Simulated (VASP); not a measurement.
An input for Ansatz (written as the equivalent of a VASP run, and not itself run):

Ansatz 0.2 input:
```yaml
crystal:
  lattice:
    - [2.3683130, -1.7306380, 0.0000000]
    - [2.3683130, 1.7306380, 0.0000000]
    - [-0.8596320, 0.0000000, 5.1150230]
  atoms:
    - { symbol: Cu, position: [0.0000000, 0.5000000, 0.0000000] }
    - { symbol: Cu, position: [0.5000000, 0.0000000, 0.5000000] }
    - { symbol: O, position: [0.5816000, 0.4184000, 0.2500000] }
    - { symbol: O, position: [0.4184000, 0.5816000, 0.7500000] }
kpoints:
  mp_grid: { grid: [8, 8, 5] }
hamiltonian:
  xc: pbe
  pseudopotentials: { kind: paw }
scf:
  occupations: { method: fermi_dirac, width: 0.05 }
  max_iter: 100
output: { forces: true, stress: true, eigenvalues: true }
```

Task: Translate this input to VASP (INCAR, KPOINTS, POSCAR, choice of POTCAR).

Result: This is not unique; one that fits is 
INCAR:
```
# general
SYSTEM =CuO
PREC   =Accurate
ENCUT  =400   # plane-wave cut-off (eV)
LREAL  =.FALSE.   # projection in real space or not
LASPH  =.TRUE.   # aspherical one-centre terms

# electronic loop
EDIFF  =1E-6
NELM   =100   # most electronic steps
ALGO   =Normal   # blocked Davidson
LMAXMIX=4

# smearing
ISMEAR =-1
SIGMA  =0.05   # width (eV)

# functional
GGA    =PE   # PBE

# ions
ISIF   =2

# output
LWAVE  =.FALSE.
LCHARG =.FALSE.
```

### POSCAR
```
CuO
1
    2.3683130000    -1.7306380000     0.0000000000
    2.3683130000     1.7306380000     0.0000000000
   -0.8596320000     0.0000000000     5.1150230000
Cu O
2 2
Direct
  0.0000000000   0.5000000000   0.0000000000
  0.5000000000   0.0000000000   0.5000000000
  0.5816000000   0.4184000000   0.2500000000
  0.4184000000   0.5816000000   0.7500000000
```

File KPOINTS:
```
Automatic mesh
0
Gamma
8 8 5
0 0 0
```

POTCAR, in this order: Cu O (PBE.64 set). Program: vasp_std.

The two are equivalent in intent, not identical: each code has its own PAW files, so the cut-off isn't converted (ENCUT is set for VASP's; basis.ecutwfc is left out, and Ansatz then takes the one that its files recommend); Ansatz stops its SCF on the density residual and VASP on the energy change (EDIFF).

The structure comes from a measured CuO entry of the Crystallography Open Database, whose conditions weren't checked. The cell was not relaxed at this level.
